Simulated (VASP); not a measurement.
The system is C.

```xyz
4
Lattice="2.4610 0.0000 0.0000 -1.2305 2.1313 0.0000 0.0000 0.0000 6.1714" Properties=species:S:1:pos:R:3 pbc="T T T"
C     0.0000    0.0000    1.5428
C     0.0000    1.4209    1.5428
C     0.0000    0.0000    4.6285
C     1.2305    0.7104    4.6285
```

The cell was built by a generator and needn't be a form met in nature.

Base run:

* Program: VASP 6.6.1
* Functional: vdW-DF
* Potentials or basis: VASP PAW PBE potentials, release 64 (C)
* Cutoff: 520 eV
* k mesh: 16 × 16 × 4
* Occupations: fermi-dirac, width 0.05 eV
* Spin: no spin polarisation

Its results: band gap on the k mesh 0.29 eV, direct; pressure 8.8 GPa.

**Question.** After a change of settings the same cell gave: band gap on the k mesh 0.28 eV, direct; pressure 8.2 GPa. Which change was it?
A. functional from vdW-DF to vdW-DF2
B. functional from vdW-DF to SCAN; further incar settings from ALGO = Fast; EDIFF = 1e-06 to ALGO = Normal; EDIFF = 1e-06
C. functional from vdW-DF to PBEsol
D. functional from vdW-DF to optB88-vdW

**Answer.** A.

Caveats: the PAW data sets were made with another functional, which shifts forces and pressure a little.

Runs at the PBE level aren't shown here.
